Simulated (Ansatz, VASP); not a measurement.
# Zr2NF2 (Zr2NF2 MXene monolayer): VASP beside Ansatz, part 2 of 2

Aim: how closely do two programs agree when they are given the same cell, functional and k mesh? The structure shown is the start of the Ansatz relaxation below; VASP solves that cell, so the two are compared at the walk's first step.

VASP 6.6.1 and Ansatz 0.2.0.

So far: Set-up; Ansatz: relaxation, PBE with D3(BJ).

## Step 3: VASP: single point, PBE with D3(BJ), start cell

Level of this step: PBE with D3(BJ), zero-moment start; plane waves and PAW (F, Zr_sv, N) (VASP).

The same cell, functional, mesh and smearing now go to VASP, with its own data sets.

Lines of VASP's logs that name or quote its potential files are left out, and so is its time.

INCAR

```
SYSTEM = Zr2NF2
PREC = Accurate
ENCUT = 520
EDIFF = 1E-06
NELM = 200
ISMEAR = -1
SIGMA = 0.05
LREAL = .FALSE.
ALGO = Normal
GGA = PE
IVDW = 12
NBANDS = 30
ISPIN = 2
MAGMOM = -0 -0 -0 -0 0
LASPH = .TRUE.
LMAXMIX = 4
LORBIT = 11
LWAVE = .FALSE.
LCHARG = .FALSE.
ISIF = 2
LDIPOL = .TRUE.
IDIPOL = 3
DIPOL = 0.5 0.5 0.5
LVHAR = .TRUE.
GGA_COMPAT = .FALSE.
NELMDL = -8
KPAR = 2
```

POSCAR

```
Zr2NF2
1.0
    3.2175000000      0.0000000000      0.0000000000
   -1.6087500000      2.7864370000      0.0000000000
    0.0000000000      0.0000000000     40.3840800000
F Zr N
2 2 1
Direct
    0.3333332137      0.6666664274      0.4420058597
    0.6666666069      0.3333332137      0.5579941403
    0.6666666069      0.3333332137      0.4685633547
    0.3333332137      0.6666664274      0.5314366453
    0.0000000000      0.0000000000      0.5000000000
```

KPOINTS

```
Automatic mesh
0
Gamma
12 12 1
0 0 0
```

PAW data sets: F, Zr_sv and N (PBE family, release 64).

Command:

```
mpirun -np 2 vasp_std
```

Numbers of over 12 decimals in the logs are rounded to 6 here.

Output:

```text
[banner, memory and clock lines left out]
running    2 mpi-ranks, on    1 nodes
 distrk:  each k-point on    1 cores,    2 groups
 distr:  one band on    1 cores,    1 groups

 POSCAR found type information on POSCAR F ZrN
 POSCAR found :  3 types and       5 ions
 LDA part: xc-table for (Slater+PW92), standard interpolation
 POSCAR, INCAR and KPOINTS ok, starting setup
 FFT: planning ... GRIDC
 FFT: planning ... GRID_SOFT
 FFT: planning ... GRID
 WAVECAR not read
 entering main loop
       N       E                     dE             d eps       ncg     rms          rms(c)
DAV:   1     0.422425414556E+03    0.42243E+03   -0.20344E+04  2960   0.112E+03
DAV:   2     0.414420247985E+01   -0.41828E+03   -0.40828E+03  3038   0.318E+02
DAV:   3    -0.445399123134E+02   -0.48684E+02   -0.48193E+02  3378   0.103E+02
DAV:   4    -0.468941217316E+02   -0.23542E+01   -0.23370E+01  3566   0.220E+01
DAV:   5    -0.469881962547E+02   -0.94075E-01   -0.94009E-01  3378   0.317E+00
DAV:   6    -0.469893279983E+02   -0.11317E-02   -0.11316E-02  3318   0.427E-01
DAV:   7    -0.469893696990E+02   -0.41701E-04   -0.41700E-04  3372   0.612E-02
DAV:   8    -0.469893704452E+02   -0.74627E-06   -0.74596E-06  2946   0.990E-03    0.323E+01
DAV:   9    -0.406945443882E+02    0.62948E+01   -0.34423E+01  2836   0.325E+01    0.139E+01
DAV:  10    -0.404687236265E+02    0.22582E+00   -0.22704E+00  2952   0.867E+00    0.737E+00
DAV:  11    -0.403369802586E+02    0.13174E+00   -0.47871E-01  3164   0.411E+00    0.103E+00
DAV:  12    -0.403305842846E+02    0.63960E-02   -0.53178E-02  3092   0.129E+00    0.422E-01
DAV:  13    -0.403162628540E+02    0.14321E-01   -0.23455E-02  3088   0.858E-01    0.229E-01
DAV:  14    -0.403128982559E+02    0.33646E-02   -0.55682E-03  3324   0.379E-01    0.123E-01
[...]
DAV:  24    -0.403126430184E+02   -0.39727E-04   -0.46089E-06  2274   0.543E-03    0.113E-03
DAV:  25    -0.403126622986E+02   -0.19280E-04   -0.25866E-06  2430   0.387E-03    0.701E-04
DAV:  26    -0.403126721217E+02   -0.98231E-05   -0.11646E-06  2216   0.220E-03    0.368E-04
DAV:  27    -0.403126760666E+02   -0.39449E-05   -0.28920E-07  2288   0.105E-03    0.234E-04
DAV:  28    -0.403126794212E+02   -0.33546E-05   -0.21815E-07  2082   0.561E-04    0.144E-04
DAV:  29    -0.403126808294E+02   -0.14082E-05   -0.10422E-07  2148   0.858E-04    0.982E-05
DAV:  30    -0.403126820864E+02   -0.12569E-05   -0.71770E-08  2014   0.599E-04    0.930E-05
DAV:  31    -0.403126823747E+02   -0.28831E-06   -0.15276E-08  2000   0.531E-04
   1 F= -.41369700E+02 E0= -.41364134E+02  d E =-.111309E-01  mag=     0.0000
```

OUTCAR, selected parts (step 3):

```text
ion  position               nearest neighbor table
   1  0.333  0.667  0.442-   3 2.14   3 2.14   3 2.15
   2  0.667  0.333  0.558-   4 2.14   4 2.14   4 2.15
   3  0.667  0.333  0.469-   1 2.14   1 2.14   1 2.15   5 2.25   5 2.25   5 2.25   4 3.15   4 3.15
                             4 3.15
   4  0.333  0.667  0.531-   2 2.14   2 2.14   2 2.15   5 2.25   5 2.25   5 2.25   3 3.15   3 3.15
                             3 3.15
   5  0.000  0.000  0.500-   4 2.25   3 2.25   3 2.25   4 2.25   4 2.25   3 2.25

  LATTYP: Found a hexagonal cell.
 ALAT       =     3.2175000000
 C/A-ratio  =    12.5513846154

 Subroutine GETGRP returns: Found 12 space group operations
 (whereof 12 operations were pure point group operations)

The static configuration has the point symmetry D_3d.

 Found     19 irreducible k-points:

   k-points           NKPTS =     19   k-points in BZ     NKDIM =     19   number of bands    NBANDS=     30

   dimension x,y,z NGX =    24 NGY =   24 NGZ =  300
   dimension x,y,z NGXF=    48 NGYF=   48 NGZF=  600

   ENCUT  =  520.0 eV  38.22 Ry    6.18 a.u.   5.98  5.98 75.09*2*pi/ulx,y,z

   NELECT =      43.0000    total number of electrons

 k-points in reciprocal lattice and weights: Automatic mesh
   0.00000000  0.00000000  0.00000000       0.007
   0.08333333  0.00000000  0.00000000       0.042
   0.16666667  0.00000000  0.00000000       0.042
   0.25000000  0.00000000  0.00000000       0.042
   0.33333333  0.00000000  0.00000000       0.042
   0.41666667  0.00000000  0.00000000       0.042
   0.50000000  0.00000000  0.00000000       0.021
   0.08333333  0.08333333  0.00000000       0.042
   0.16666667  0.08333333  0.00000000       0.083
[...]
0.33333333  0.25000000  0.00000000       0.083
   0.33333333  0.33333333  0.00000000       0.014

 dipolmoment           0.000000      0.000000      0.000000 electrons x Angstroem

 average (electrostatic) potential at core
       1 -83.4594       2 -83.4594       3 -84.3254       4 -84.3254       5 -69.7429

 E-fermi :   0.6395

 spin component 1
 k-point     1 :       0.0000    0.0000    0.0000
  band No.  band energies     occupation
    ...
     19      -4.3750      1.00000
     20      -4.3750      1.00000
     21       0.1293      0.99996
     22       0.1293      0.99996
     23       0.2353      0.99969
     24       0.6869      0.27941
     25       0.8752      0.00889
     26       1.9840      0.00000
     27       1.9990      0.00000
     28       2.1087      0.00000
    ...

 k-point     2 :       0.0833    0.0000    0.0000
  band No.  band energies     occupation
    ...
     19      -4.5783      1.00000
     20      -4.4203      1.00000
     21      -0.1203      1.00000
     22       0.2917      0.99905
     23       0.2958      0.99897
     24       0.8219      0.02539
     25       0.9691      0.00137
     26       2.0382      0.00000
     27       2.1254      0.00000
     28       2.1856      0.00000
    ...

 k-point     3 :       0.1667    0.0000    0.0000
  band No.  band energies     occupation
    ...
     18      -5.2070      1.00000
     19      -4.9955      1.00000
     20      -4.5145      1.00000
     21      -0.6880      1.00000
     22       0.5002      0.94193
     23       0.7399      0.11838
     24       1.1202      0.00007
     25       1.2891      0.00000
     26       2.1240      0.00000
     27       2.3840      0.00000
    ...

 k-point     4 :       0.2500    0.0000    0.0000
  band No.  band energies     occupation
    ...
     17      -8.7535      1.00000
     18      -5.3549      1.00000
     19      -5.1089      1.00000
     20      -4.5852      1.00000
     21      -1.2773      1.00000
     22       0.8607      0.01185
     23       1.3927      0.00000
     24       1.4382      0.00000
     25       1.7985      0.00000
     26       2.3179      0.00000
    ...

 k-point     5 :       0.3333    0.0000    0.0000
  band No.  band energies     occupation
    ...
     17      -8.6521      1.00000
     18      -5.5220      1.00000
     19      -5.0673      1.00000
     20      -4.6023      1.00000
     21      -1.7470      1.00000
     22       1.2233      0.00001
     23       1.6575      0.00000
     24       2.1457      0.00000
     25       2.4161      0.00000
     26       2.7473      0.00000
    ...

 k-point     6 :       0.4167    0.0000    0.0000
  band No.  band energies     occupation
    ...
     17      -8.5896      1.00000
     18      -5.5827      1.00000
     19      -5.0181      1.00000
     20      -4.5869      1.00000
     21      -2.0443      1.00000
     22       1.2688      0.00000
     23       2.0860      0.00000
     24       2.6198      0.00000
     25       2.8133      0.00000
     26       3.7172      0.00000
    ...

 Edisp (eV)   -1.05702

  Total       6.16192     6.16192     3.53853    -0.00000     0.00000    -0.00000
  in kB      27.26770    27.26771    15.65868    -0.00000     0.00000    -0.00000
  external pressure =       23.40 kB  Pullay stress =        0.00 kB

  energy-cutoff  :      520.00
  volume of cell :      362.06
      direct lattice vectors                 reciprocal lattice vectors
     3.217500000  0.000000000  0.000000000     0.310800311  0.179440626  0.000000000
    -1.608750000  2.786437000  0.000000000     0.000000000  0.358881252  0.000000000
     0.000000000  0.000000000 40.384080000     0.000000000  0.000000000  0.024762233

 POSITION                                       TOTAL-FORCE (eV/Angst)
 -----------------------------------------------------------------------------------
      0.00000      1.85762     17.85000         0.000000      0.000000     -3.315737
      1.60875      0.92881     22.53408         0.000000     -0.000000      3.315737
      1.60875      0.92881     18.92250         0.000000     -0.000000      4.675811
      0.00000      1.85762     21.46158        -0.000000      0.000000     -4.675811
      0.00000      0.00000     20.19204        -0.000000     -0.000000      0.000000
 -----------------------------------------------------------------------------------
    total drift:                               -0.000001      0.003286      0.000000

  FREE ENERGIE OF THE ION-ELECTRON SYSTEM (eV)
  ---------------------------------------------------
  free  energy   TOTEN  =       -41.3696996746 eV

  energy  without entropy=      -41.3585687379  energy(sigma->0) =      -41.36413421

 vacuum level on the upper side and lower side of the slab         2.079         2.079

 total charge
# of ion       s       p       d       tot
------------------------------------------
    1        1.740   4.414   0.000   6.154
    2        1.740   4.414   0.000   6.154
    3        2.144   6.010   1.813   9.967
    4        2.144   6.010   1.813   9.967
    5        1.241   2.477   0.000   3.718
--------------------------------------------------
tot          9.008  23.326   3.625  35.960

 magnetization (x)
# of ion       s       p       d       tot
------------------------------------------
    1        0.000  -0.000   0.000  -0.000
    2        0.000  -0.000   0.000  -0.000
    3        0.000  -0.000   0.000   0.000
    4        0.000  -0.000   0.000   0.000
    5       -0.000  -0.000   0.000  -0.000
--------------------------------------------------
tot          0.000  -0.000   0.000   0.000

[... 3 further parts left out ...]
```

This run allows spin, but its moments start at zero, where symmetry between the spins tends to hold them. Its electron count is odd, so without a moment it is a metal by construction.

## Step 4: Side by side

Known differences besides the potentials themselves: Ansatz cuts the interaction across the vacuum, VASP repeats the sheet with a dipole correction; the cutoff is 420 eV in Ansatz and 520 eV in VASP. Total energies have different zeros and are not compared.

Forces (eV/Å; atoms numbered as in POSCAR):

```tsv
atom	Ansatz x, y, z	VASP x, y, z
F1	0.000, 0.000, -3.276	0.000, 0.000, -3.316
F2	0.000, 0.000, 3.276	0.000, 0.000, 3.316
Zr3	0.000, 0.000, 4.657	0.000, 0.000, 4.676
Zr4	0.000, 0.000, -4.657	0.000, 0.000, -4.676
N5	0.000, 0.000, 0.000	0.000, 0.000, 0.000
```

The forces differ by 16 meV/Å r.m.s., which is 0.8 % of the r.m.s. force of 2.093 eV/Å (both taken over all components). Moments aren't recorded for both runs of this pair, so they may hold unlike magnetic states. With vacuum in the cell, a pressure given here is an average over mostly empty space and none of the material.

## Step 5: What came out

| Property | Result |
| --- | --- |
| r.m.s. force difference (single point, PBE with D3(BJ), start cell) | 0.76 % of the r.m.s. force |

What this shows: The r.m.s. force difference is 0.76 % of the r.m.s. force (single point, PBE with D3(BJ), start cell), within the 3 % picked in this series as the mark of a large difference. 1 further run of this series is not shown here. Such differences can come from data sets, numerical settings and the points named under the comparisons, not from the functional's error against experiment.

[Lines on the potential files, build, host, timing and source positions are cut from VASP's logs without a mark.]

[Logs are printed without paths, hosts, clocks, repeated set-up lines and the standing remarks that a program may print on its own settings, such as how far it seeks lower states.]

[Hosts, paths, dates, database ids (printed as entryN), source tags and the programs' standing remarks are cut or masked in the printed files.]
